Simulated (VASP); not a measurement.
All values below come from AM05 GGA, VASP's PBE PAW potentials (set 64) (plane waves; VASP).

VASP input:

### INCAR
```
SYSTEM = Ir
PREC = Accurate
ENCUT = 520
EDIFF = 1E-7
NELM = 100
ALGO = Normal
LREAL = .FALSE.
LASPH = .TRUE.
ISMEAR = -5
GGA = AM
LMAXMIX = 6
LWAVE = .FALSE.
LCHARG = .TRUE.
LORBIT = 11
NEDOS = 601
ISIF = 2
```

### POSCAR
```
Ir
1
    0.0000000000     1.9116290201     1.9116290201
    1.9116290201     0.0000000000     1.9116290201
    1.9116290201     1.9116290201    -0.0000000000
Ir
1
Direct
  0.0000000000   0.0000000000   0.0000000000
```

KPOINTS:
```
Automatic mesh
0
G
  18 18 18
```

POTCAR, in this order: Ir (PBE.64 set). Program: vasp_std.

Unless said otherwise, spin-orbit coupling is left out, though it shifts the bands of the heavy elements here.

**Question.** Estimate the energy per atom (σ→0), band gap (on the k-mesh).

**Answer.** 
| Property | Value |
|---|---|
| energy per atom (σ→0) | -9.550 eV/atom |
| band gap (on the k-mesh) | none (metal, semimetal or under 0.01 eV) |

**OSZICAR**
```
...
DAV:   6    -0.965399456934E+01    0.50126E+00   -0.10323E+00  3688   0.142E+01    0.658E+00
DAV:   7    -0.955711220792E+01    0.96882E-01   -0.33577E-01  4104   0.748E+00    0.158E+00
DAV:   8    -0.955114240635E+01    0.59698E-02   -0.20454E-03  3392   0.723E-01    0.629E-01
DAV:   9    -0.954975512266E+01    0.13873E-02   -0.10786E-03  4168   0.565E-01    0.183E-02
DAV:  10    -0.954975843980E+01   -0.33171E-05   -0.48279E-06  4240   0.249E-02    0.463E-03
DAV:  11    -0.954975976858E+01   -0.13288E-05   -0.31642E-07  4344   0.475E-03    0.682E-04
DAV:  12    -0.954975972139E+01    0.47189E-07   -0.50903E-09  2064   0.850E-04
   1 F= -.95497597E+01 E0= -.95497597E+01  d E =0.000000E+00
```

The compound is Ir in the fcc structure. It was relaxed first.
